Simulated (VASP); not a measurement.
VASP input:

**KPOINTS**
```
Automatic mesh
0
Gamma
10 10 10
0 0 0
```

### INCAR
```
SYSTEM = MgO
PREC = Accurate
ENCUT = 520
EDIFF = 1E-6
NELM = 100
ALGO = Normal
LREAL = .FALSE.
LASPH = .TRUE.
ISMEAR = 0
SIGMA = 0.05
LWAVE = .FALSE.
LCHARG = .FALSE.
IBRION = 2
ISIF = 3
NSW = 60
EDIFFG = -0.01
```

POSCAR:
```
MgO
1
    0.0000000000     2.0727971973     2.0727971973
    2.0727971973     0.0000000000     2.0727971973
    2.0727971973     2.0727971973    -0.0000000000
Mg O
1 1
Direct
  0.0000000000   0.0000000000   0.0000000000
  0.5000000000   0.5000000000   0.5000000000
```

POTCAR, in this order: Mg O (LDA.64 set). Program: vasp_std.

Question: Translate this LDA calculation to Quantum ESPRESSO's pw.x.

Answer: One equivalent input (not run):
```
&CONTROL
  calculation = 'vc-relax'
  pseudo_dir = './pseudo'
  outdir = './out'
  tprnfor = .true.
  tstress = .true.
  nstep = 60
  forc_conv_thr = 0.00039
/
&SYSTEM
  ibrav = 0
  nat = 2
  ntyp = 2
  ecutwfc = 84
  occupations = 'smearing'
  smearing = 'gaussian'
  degauss = 0.003675
  input_dft = 'pz'
/
&ELECTRONS
  conv_thr = 7.3e-08
  electron_maxstep = 100
/
&IONS
/
&CELL
/
ATOMIC_SPECIES
  Mg 24.305 Mg.upf
  O 15.999 O.upf
CELL_PARAMETERS angstrom
     0.0000000    2.0727972    2.0727972
     2.0727972    0.0000000    2.0727972
     2.0727972    2.0727972   -0.0000000
ATOMIC_POSITIONS crystal
  Mg   0.0000000  0.0000000  0.0000000
  O    0.5000000  0.5000000  0.5000000
K_POINTS automatic
  10 10 10 0 0 0
```
Limits of the translation: the potentials are each code's own (VASP's PAW set, PseudoDojo norm-conserving files in pw.x), so ENCUT and ecutwfc are chosen apart and not converted; conv_thr bounds pw.x's estimated SCF error, while EDIFF bounds the energy change between steps; forc_conv_thr acts on force components and is met together with etot_conv_thr.

The compound is MgO in the rock salt structure. It was relaxed first. The start is the result of an earlier pass.
